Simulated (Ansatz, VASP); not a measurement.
# SnTe in two plane-wave programs

Wanted: the spread between two codes on one cell, functional and k mesh. The cell is taken from a series of runs on this material, whose earlier steps may have relaxed, scaled, displaced or heated it; both programs get it as it stands.

Main program and level: Ansatz 0.2.0; plane waves, with VASP 6.6.1 beside it; zone-centre phonons at LDA.

### Step 1. The starting structure

Symmetry: Fm-3m, No. 225, cubic system. The conventional cell has a = 6.108 Å, b = 6.108 Å, c = 6.108 Å, α = 90.00°, β = 90.00°, γ = 90.00°. Nearest to Sn lie 6 Te at 3.05 Å. Nearest to Te lie 6 Sn at 3.05 Å. Farther neighbours and most contacts between anions are not listed.

Coordinates:

```cif
data_structure
_symmetry_space_group_name_H-M 'Fm-3m'
_symmetry_Int_Tables_number 225
_cell_length_a 6.1084
_cell_length_b 6.1084
_cell_length_c 6.1084
_cell_angle_alpha 90.000
_cell_angle_beta 90.000
_cell_angle_gamma 90.000
_cell_volume 227.92
loop_
_atom_site_label
_atom_site_type_symbol
_atom_site_symmetry_multiplicity
_atom_site_Wyckoff_symbol
_atom_site_fract_x
_atom_site_fract_y
_atom_site_fract_z
_atom_site_occupancy
Sn1 Sn 4 a 0.00000 0.00000 0.00000 1
Te1 Te 4 b 0.50000 0.00000 0.00000 1
```

### Step 2. VASP: zone-centre phonons, LDA, pair 1

Second derivatives magnify differences that forces hide, and they need a tight electronic threshold.

Lines of VASP's logs that name or quote its potential files are left out, and so is its time.

INCAR

```
SYSTEM = SnTe
PREC = Accurate
ENCUT = 500
EDIFF = 1E-08
NELM = 120
ISMEAR = 0
SIGMA = 0.01
LREAL = .FALSE.
ALGO = Normal
GGA = CA
NBANDS = 16
LORBIT = 11
LWAVE = .FALSE.
LCHARG = .FALSE.
ISIF = 2
IBRION = 8
LASPH = .TRUE.
GGA_COMPAT = .FALSE.
EFERMI = MIDGAP
KPAR = 2
```

POSCAR

```
SnTe
1.0
    0.0000000000      3.0541978745      3.0541978745
    3.0541978745      0.0000000000      3.0541978745
    3.0541978745      3.0541978745      0.0000000000
Sn Te
1 1
Direct
    0.0000000000      0.0000000000      0.0000000000
    0.5000000000      0.5000000000      0.5000000000
```

KPOINTS

```
Automatic mesh
0
Gamma
12 12 12
0 0 0
```

PAW data sets: Sn_d and Te (LDA family, release 64).

On the command line:

```
$ mpirun -np 2 vasp_std
```

Numbers of over 12 decimals in the logs are rounded to 6 here.

Log:

```text
[banner, memory and clock lines left out]
running    2 mpi-ranks, on    1 nodes
 distrk:  each k-point on    1 cores,    2 groups
 distr:  one band on    1 cores,    1 groups

 POSCAR found type information on POSCAR SnTe
 POSCAR found :  2 types and       2 ions
 LDA part: xc-table for (Slater(with rela. corr.)+CA(PZ))
 , standard interpolation
 POSCAR, INCAR and KPOINTS ok, starting setup
 FFT: planning ... GRIDC
 FFT: planning ... GRID_SOFT
 FFT: planning ... GRID
 WAVECAR not read
 entering main loop
       N       E                     dE             d eps       ncg     rms          rms(c)
DAV:   1     0.122654642191E+03    0.12265E+03   -0.94308E+03  2336   0.143E+03
DAV:   2     0.137612196034E+01   -0.12128E+03   -0.11866E+03  2488   0.352E+02
DAV:   3    -0.856196625763E+01   -0.99381E+01   -0.98798E+01  2912   0.875E+01
DAV:   4    -0.882704693131E+01   -0.26508E+00   -0.26503E+00  2808   0.157E+01
DAV:   5    -0.883906622978E+01   -0.12019E-01   -0.12019E-01  3424   0.305E+00    0.580E+00
DAV:   6    -0.879807806374E+01    0.40988E-01   -0.73931E-02  3440   0.213E+00    0.363E+00
DAV:   7    -0.879256196823E+01    0.55161E-02   -0.35231E-02  3048   0.111E+00    0.500E-01
DAV:   8    -0.879152388491E+01    0.10381E-02   -0.65351E-03  2952   0.679E-01    0.155E-01
DAV:   9    -0.879155767682E+01   -0.33792E-04   -0.40760E-04  2952   0.189E-01    0.470E-02
DAV:  10    -0.879155245555E+01    0.52213E-05   -0.32340E-05  3048   0.544E-02    0.262E-02
DAV:  11    -0.879155271712E+01   -0.26156E-06   -0.83194E-06  3056   0.309E-02    0.458E-03
DAV:  12    -0.879155247558E+01    0.24153E-06   -0.98094E-07  2984   0.115E-02    0.403E-03
DAV:  13    -0.879155246529E+01    0.10290E-07   -0.13105E-07  3064   0.328E-03    0.246E-03
DAV:  14    -0.879155246448E+01    0.81673E-09   -0.70426E-09  1824   0.754E-04
   1 F= -.87915525E+01 E0= -.87915525E+01  d E =-.159866E-95
 Linear response reoptimize wavefunctions to high precision
DAV:   1    -0.879155246431E+01    0.16826E-09   -0.12437E-09  2024   0.276E-04
DAV:   2    -0.879155246432E+01   -0.17735E-10   -0.21072E-10  1576   0.137E-04
 Linear response DOF=           2
 Linear response progress:
  Degree of freedom:   1/  2
       N       E                     dE             d eps       ncg     rms          rms(c)
RMM:   1    -0.217055963150E+00   -0.21706E+00    0.39082E-01  6311   0.109E+01
RMM:   2    -0.222671860376E+00   -0.56159E-02   -0.11839E-02  9154   0.886E-01    0.920E-02
RMM:   3    -0.222533178916E+00    0.13868E-03   -0.88810E-04  9995   0.242E-01    0.484E-02
RMM:   4    -0.222293822956E+00    0.23936E-03   -0.84642E-05 10034   0.738E-02    0.831E-03
RMM:   5    -0.222299062633E+00   -0.52397E-05   -0.77318E-06 10328   0.225E-02    0.388E-03
RMM:   6    -0.222307232538E+00   -0.81699E-05   -0.13921E-06 10179   0.774E-03    0.118E-03
RMM:   7    -0.222306226463E+00    0.10061E-05   -0.35611E-07 10497   0.304E-03    0.769E-04
RMM:   8    -0.222303791500E+00    0.24350E-05    0.17594E-07 10243   0.131E-03    0.295E-04
RMM:   9    -0.222303385641E+00    0.40586E-06    0.32497E-07 10922   0.611E-04    0.143E-04
RMM:  10    -0.222303047465E+00    0.33818E-06    0.60245E-07 10529   0.303E-04    0.109E-04
RMM:  11    -0.222303204737E+00   -0.15727E-06    0.41293E-07 11240   0.155E-04    0.316E-04
RMM:  12    -0.222302953666E+00    0.25107E-06    0.21453E-07 10305   0.878E-05    0.139E-04
RMM:  13    -0.222302785684E+00    0.16798E-06    0.98267E-08 10475   0.530E-05    0.296E-05
RMM:  14    -0.222302758885E+00    0.26799E-07    0.44592E-08 11173   0.293E-05    0.192E-05
RMM:  15    -0.222302714401E+00    0.44484E-07    0.24210E-08 10097   0.202E-05    0.306E-06
RMM:  16    -0.222302706545E+00    0.78562E-08    0.10415E-08  9645   0.149E-05    0.769E-07
 first order change of Fermi-energy   0.22531E-03
 force on displaced ion       1 direction 1 :  -0.953   0.000   0.000
 Linear response progress:
  Degree of freedom:   2/  2
       N       E                     dE             d eps       ncg     rms          rms(c)
RMM:   1    -0.476166962089E-01   -0.47617E-01    0.62035E-02 11126   0.932E-01
RMM:   2    -0.478570706373E-01   -0.24037E-03   -0.21523E-03  9754   0.238E-01    0.753E-02
RMM:   3    -0.480031674793E-01   -0.14610E-03   -0.17828E-04  9930   0.706E-02    0.531E-02
RMM:   4    -0.482252006304E-01   -0.22203E-03   -0.26745E-05  9775   0.341E-02    0.637E-03
RMM:   5    -0.482326908639E-01   -0.74902E-05   -0.13197E-06 10097   0.857E-03    0.319E-03
RMM:   6    -0.482350469471E-01   -0.23561E-05   -0.11281E-07  9866   0.244E-03    0.872E-04
RMM:   7    -0.482332686857E-01    0.17783E-05   -0.43078E-08 10180   0.550E-04    0.134E-04
RMM:   8    -0.482334026667E-01   -0.13398E-06   -0.80037E-08  9822   0.166E-04    0.453E-05
RMM:   9    -0.482334533360E-01   -0.50669E-07    0.23995E-07 10496   0.646E-05    0.147E-05
RMM:  10    -0.482334703943E-01   -0.17058E-07    0.46004E-07 10699   0.201E-05    0.351E-06
RMM:  11    -0.482334516776E-01    0.18717E-07    0.30423E-08 10132   0.819E-06    0.124E-06
RMM:  12    -0.482334558076E-01   -0.41300E-08   -0.40147E-09  8341   0.539E-06    0.284E-07
 first order change of Fermi-energy  -0.27231E-03
 force on displaced ion       2 direction 1 :  -0.983   0.000   0.000
 Linear response finished
```

OUTCAR, selected parts (step 2):

```text
ion  position               nearest neighbor table
   1  0.000  0.000  0.000-   2 3.05   2 3.05   2 3.05   2 3.05   2 3.05   2 3.05
   2  0.500  0.500  0.500-   1 3.05   1 3.05   1 3.05   1 3.05   1 3.05   1 3.05

  LATTYP: Found a face centered cubic cell.
 ALAT       =     6.1083957490

 Subroutine GETGRP returns: Found 48 space group operations
 (whereof 48 operations were pure point group operations)

The static configuration has the point symmetry O_h .

 Found     72 irreducible k-points:

   k-points           NKPTS =     72   k-points in BZ     NKDIM =     72   number of bands    NBANDS=     16

   dimension x,y,z NGX =    32 NGY =   32 NGZ =   32
   dimension x,y,z NGXF=    64 NGYF=   64 NGZF=   64

   ENCUT  =  500.0 eV  36.75 Ry    6.06 a.u.   7.88  7.88  7.88*2*pi/ulx,y,z

   NELECT =      20.0000    total number of electrons

 k-points in reciprocal lattice and weights: Automatic mesh
   0.00000000  0.00000000  0.00000000       0.001
   0.08333333  0.00000000  0.00000000       0.005
   0.16666667  0.00000000  0.00000000       0.005
   0.25000000  0.00000000  0.00000000       0.005
   0.33333333  0.00000000  0.00000000       0.005
   0.41666667  0.00000000  0.00000000       0.005
   0.50000000  0.00000000  0.00000000       0.002
   0.08333333  0.08333333  0.00000000       0.003
   0.16666667  0.08333333  0.00000000       0.014
[...]
-0.33333333  0.50000000  0.16666667       0.007
  -0.25000000  0.50000000  0.25000000       0.003

 average (electrostatic) potential at core
       1 -99.2304       2 -87.7244

  Total        1.3121398      1.3121398      1.3121398     -0.0000000      0.0000000      0.0000000
  in kB       36.8951411     36.8951411     36.8951411     -0.0000000      0.0000000      0.0000000
  external PRESSURE =      36.8951411 kB  Pullay stress =       0.0000000 kB

  energy-cutoff  :      500.00
  volume of cell :       56.98
      direct lattice vectors                 reciprocal lattice vectors
     0.000000000  3.054197874  3.054197874    -0.163709105  0.163709105  0.163709105
     3.054197874  0.000000000  3.054197874     0.163709105 -0.163709105  0.163709105
     3.054197874  3.054197874  0.000000000     0.163709105  0.163709105 -0.163709105

 POSITION                                       TOTAL-FORCE (eV/Angst)
 -----------------------------------------------------------------------------------
      0.00000      0.00000      0.00000         0.000000      0.000000      0.000000
      3.05420      3.05420      3.05420        -0.000000     -0.000000      0.000000
 -----------------------------------------------------------------------------------
    total drift:                                0.000000     -0.000000     -0.000000

 Eigenvectors and eigenvalues of the dynamical matrix
 ----------------------------------------------------

   1 f  =    1.960644 THz    12.319088 2PiTHz   65.400035 cm-1     8.108567 meV
             X         Y         Z           dx          dy          dz
      0.000000  0.000000  0.000000    -0.662841    0.266499    0.000000
      3.054198  3.054198  3.054198     0.649220   -0.261023    0.000000

   2 f  =    1.960644 THz    12.319088 2PiTHz   65.400035 cm-1     8.108567 meV
             X         Y         Z           dx          dy          dz
      0.000000  0.000000  0.000000    -0.266499   -0.662841    0.000000
      3.054198  3.054198  3.054198     0.261023    0.649220    0.000000

   3 f  =    1.960644 THz    12.319088 2PiTHz   65.400035 cm-1     8.108567 meV
             X         Y         Z           dx          dy          dz
      0.000000  0.000000  0.000000     0.000000    0.000000    0.714409
      3.054198  3.054198  3.054198     0.000000    0.000000   -0.699728

   4 f/i=    0.015036 THz     0.094474 2PiTHz    0.501549 cm-1     0.062184 meV
             X         Y         Z           dx          dy          dz
      0.000000  0.000000  0.000000     0.627792   -0.309025    0.000000
      3.054198  3.054198  3.054198     0.640964   -0.315509    0.000000

   5 f/i=    0.015036 THz     0.094474 2PiTHz    0.501549 cm-1     0.062184 meV
             X         Y         Z           dx          dy          dz
      0.000000  0.000000  0.000000     0.309025    0.627792    0.000000
      3.054198  3.054198  3.054198     0.315509    0.640964    0.000000

   6 f/i=    0.015036 THz     0.094474 2PiTHz    0.501549 cm-1     0.062184 meV
             X         Y         Z           dx          dy          dz
      0.000000  0.000000  0.000000     0.000000    0.000000   -0.699728
      3.054198  3.054198  3.054198     0.000000    0.000000   -0.714409

 ELASTIC MODULI CONTR FROM IONIC RELAXATION (kBar)
 Direction    XX          YY          ZZ          XY          YZ          ZX
 --------------------------------------------------------------------------------
 XX           0.0000      0.0000      0.0000      0.0000      0.0000      0.0000
 YY           0.0000      0.0000      0.0000      0.0000      0.0000      0.0000
 ZZ           0.0000      0.0000      0.0000      0.0000      0.0000      0.0000
 XY           0.0000      0.0000      0.0000      0.0000      0.0000      0.0000
 YZ           0.0000      0.0000      0.0000      0.0000      0.0000      0.0000
 ZX           0.0000      0.0000      0.0000      0.0000      0.0000      0.0000
 --------------------------------------------------------------------------------
```

### Step 3. Ansatz: zone-centre phonons, LDA, pair 1

Ansatz runs on its PAW soft_1 files.

The same cell, functional (in two slightly different forms) and mesh now go to Ansatz, which takes its cutoff from its data sets.

input.yaml

```yaml
crystal:
  lattice:
    - [0.0, 3.0541978745, 3.0541978745]
    - [3.0541978745, 0.0, 3.0541978745]
    - [3.0541978745, 3.0541978745, 0.0]
  atoms:
    - { symbol: Sn, position: [0.0, 0.0, 0.0] }
    - { symbol: Te, position: [0.5, 0.5, 0.5] }
kpoints:
  mp_grid: { grid: [12, 12, 12] }
hamiltonian:
  xc: lda
  pseudopotentials: { kind: paw, azcp: { folder: soft_1 }, xc_functional: pbe }
scf:
  occupations: { method: fixed }
output:
  eigenvalues: true
phonons:
  method: dfpt
```

On the command line:

```
$ ansatz run input.yaml --threads 4 --pin off --max-ram 10240MiB --backend cpu --events-out ev --progress --plain --runs-dir out
```

Log:

```text
Engine: ansatz 0.2.0, aarch64-unknown-linux-gnu
Pseudopotentials: kind: paw
Pseudopotential: Sn, paw, valence charge 14, recommended cutoff 420 eV (normal), soft_1/Sn.paw.azcp
Pseudopotential: Te, paw, valence charge 16, recommended cutoff 420 eV (normal), soft_1/Te.paw.azcp
Functional definition: SPW92
  exchange = slater_x
  correlation = pw_c
Crystal: 2 atoms, lattice volume = 56.980 Å³
Basis set: ecut = 420 eV, 1139 PW (Γ), exchange–correlation on 60×60×60 points (8 copies of the dense FFT grid, shifted against one another)
Bands: 19, of which v1, the nominal top of the filled ones, is band 15 counted from 1 (14 counted from 0)
Symmetry: 48 space group operations
k-points: 163 of 1728 (irreducible under 8 space group operations, time reversal used)
Non-local potential: Sn, projectors of the file, l = 0: 2, l = 1: 2, l = 2: 2, l = 3: 1
Non-local potential: Te, projectors of the file, l = 0: 2, l = 1: 2, l = 2: 2, l = 3: 1
PAW form: soft (Blöchl's): semilocal exchange-correlation on the pseudo side does not see the compensation charge
PAW frozen core: Sn, regenerated for the run's functional, and the local potential with it (the file was generated under x = pbe(κ = 0.804, μ = 0.219515), c = pbe(β = 0.066725))
PAW frozen core: Te, regenerated for the run's functional, and the local potential with it (the file was generated under x = pbe(κ = 0.804, μ = 0.219515), c = pbe(β = 0.066725))
PAW one-centre angular grid: Sn, 590 points (default); XC on 64 Gauss nodes
PAW one-centre angular grid: Te, 590 points (default); XC on 64 Gauss nodes
Initial density: superposition of atomic densities (chi_scale 0.1, normalization cell, long waves kept (reshape's long-wave potential 0.00 eV rms))
Initial wavefunctions: pseudopotential atomic-orbital guess
Functional: x = slater, c = lda
SCF iter   1: F=—  HF=-12707.383902 eV  |F-HF|=—  |Δ(HF+E_count)|=         —  Δρ=1.13e-2  dr2=6.95e-2  ethr=3.10e-3  ⟨swp⟩=4.9  Hψ=14273  notcnv=0  defer=286
preconditioner: auto → none  [insulator: Δε(μ)=0.316 eV  Ē_g=17.112 eV  n_scr=14 (ndim 8)  ℏωp=22.0 eV  f_vac=0.000  ε∞_Penn≈2.7]
SCF iter   2: F=—  HF=-12707.372516 eV  |F-HF|=—  |Δ(HF+E_count)|=   1.14e-2  Δρ=5.11e-3  dr2=1.34e-2  ethr=2.32e-4  ⟨swp⟩=2.1  Hψ=4896  notcnv=0  defer=315
SCF iter   3: F=—  HF=-12707.372113 eV  |F-HF|=—  |Δ(HF+E_count)|=   4.03e-4  Δρ=8.82e-4  dr2=8.42e-4  ethr=4.46e-5  ⟨swp⟩=2.8  Hψ=5857  notcnv=0  defer=317
SCF iter   4: F=—  HF=-12707.371879 eV  |F-HF|=—  |Δ(HF+E_count)|=   2.34e-4  Δρ=2.50e-4  dr2=3.97e-5  ethr=2.81e-6  ⟨swp⟩=3.3  Hψ=5938  notcnv=0  defer=315
SCF iter   5: F=—  HF=-12707.371873 eV  |F-HF|=—  |Δ(HF+E_count)|=   6.75e-6  Δρ=5.37e-5  dr2=7.05e-7  ethr=1.32e-7  ⟨swp⟩=2.1  Hψ=3844  notcnv=0  defer=300
SCF iter   6: F=—  HF=-12707.371872 eV  |F-HF|=—  |Δ(HF+E_count)|=   1.97e-7  Δρ=6.14e-6  dr2=1.09e-8  ethr=2.35e-9  ⟨swp⟩=2.3  Hψ=4795  notcnv=0  defer=181
SCF iter   7: F=—  HF=-12707.371872 eV  |F-HF|=—  |Δ(HF+E_count)|=   1.16e-9  Δρ=9.43e-7  dr2=3.65e-10  ethr=3.62e-11  ⟨swp⟩=2.0  Hψ=4764  notcnv=0  defer=179
SCF iter   8: F=-12707.371872 eV  HF=-12707.371872 eV  |F-HF|=2.00e-11  |Δ(HF+E_count)|=  6.00e-11  Δρ=1.70e-7  dr2=1.24e-11  ethr=1.00e-12  ⟨swp⟩=10.4  Hψ=22906  notcnv=0
SCF 1 converged in 8 iterations: F = -12707.371872 eV  dr2 = 1.24e-11
  greatest PAW one-centre occupation: 0.999 electrons in one spin orbital (limit 2), on the Te atom at site 1 (counted from 0), in its partial waves of l = 2
DFPT response loops at Γ: preconditioner auto → none (the input reference at scf.mixing.eps_inf says where Resta's filter doesn't serve); β = 0.50; Broyden in place of MSR1
SCF converged after 8 iterations
Free energy (F): -12707.371872 eV
Harris-Foulkes:  -12707.371872 eV  (|F-HF|=2.00e-11)
Internal energy: -12707.371872 eV  (E = F + TS)
E sigma→0 (E₀):  -12707.371872 eV
Fermi energy:    10.740272 eV
--- Per-component energies (eV) ---
  E_band       = -322.982161
  E_kinetic    = 343.810876
  E_local      = -2547.821361  (includes V_loc(G=0)·N_el)
  E_nonlocal   = 221.787643
  E_hartree    = 1283.756320
  E_xc         = -248.593317
  E_vxc        = -185.611151  (∫ρ·V_xc dr)
  E_paw        = -8743.346291  (= ΣΔE_a)
  E_vpaw       = -722.661373  (= ΣTr[D̂ρ^β])
  E_aug_tail   = 0.000344  (compensation charges beyond the density's cutoff)
  E_ewald      = -3018.069621
  E_core_change = 1.103533  (= ΣΔE_core)
  E_smearing   = -0.000000  (= −TS)
  E_closure    = 0.000000  (closes the sum)
  Σ components = -12707.371872   (vs F -12707.371872, Δ=0.00e0)
--- Band table (eV; the first three rows and the last of 163) ---
  k-point 0: bands = [... 11 lower, 6.3981, 8.4742, 8.4742, 8.4742, 14.3399, 14.3399, 14.3399, 15.5247]
  k-point 1: bands = [... 11 lower, 5.9049, 8.4847, 8.4847, 8.8524, 13.9532, 13.9532, 13.9800, 15.4406]
  k-point 2: bands = [... 11 lower, 4.9402, 8.5206, 8.5206, 9.4709, 13.1757, 13.1757, 13.2640, 15.4754]
  k-point 162: bands = [... 11 lower, 3.0654, 5.4388, 5.4388, 10.0460, 11.6583, 15.4746, 15.4746, 17.3187]
--- Phonons (Γ-DFPT): 2 representative perturbations + reference, on 163 of 1728 k-points (Σ response iterations 6) ---
  k mesh reduced under 8 symmetry operations, with k and −k counted as one. Each operation leaves every solved perturbation unchanged. A smaller set is not used because it would not reduce the number of displacements times k-points to solve
  ASR residual: 8.544e-5 → 0.000e0 eV/Å²; symmetrization residual: 3.340e-6 eV/Å²
  ASR residual per site (eV/Å²): 8.54e-5 4.10e-5
  Γ frequencies (cm⁻¹): 0.00 0.00 0.00 63.27 63.27 63.27
  non-analytic LO–TO correction: not included (Born effective charges unavailable; polar crystals: no LO–TO splitting at Γ)
```

### Step 4. Side by side

Known differences besides the potentials themselves: the two LDA forms differ slightly; fixed occupations in Ansatz, narrow Gaussian smearing in VASP; the data sets hold 30 valence electrons in Ansatz (on its PAW soft_1 files) and 20 in VASP; the cutoff is 420 eV in Ansatz and 500 eV in VASP; VASP's log shows a relativistic correction to its local exchange, Ansatz's none. Total energies have different zeros and are not compared.

Both answers:

```csv
quantity,Ansatz,VASP,difference
optical mode 1 to 3 (cm⁻¹),63.3,65.4,-3.26 %
```

Modes are paired by rising frequency, not by their patterns, so a pair may set unlike modes beside each other; they are those without the splitting of longitudinal modes.

(Part 1 of 2 ends here.)

[Lines on the potential files, build, host, timing and source positions are cut from VASP's logs without a mark.]

[Logs are printed without paths, hosts, clocks, repeated set-up lines and the standing remarks that a program may print on its own settings, such as how far it seeks lower states.]

[Hosts, paths, dates, database ids (printed as entryN), source tags and the programs' standing remarks are cut or masked in the printed files.]
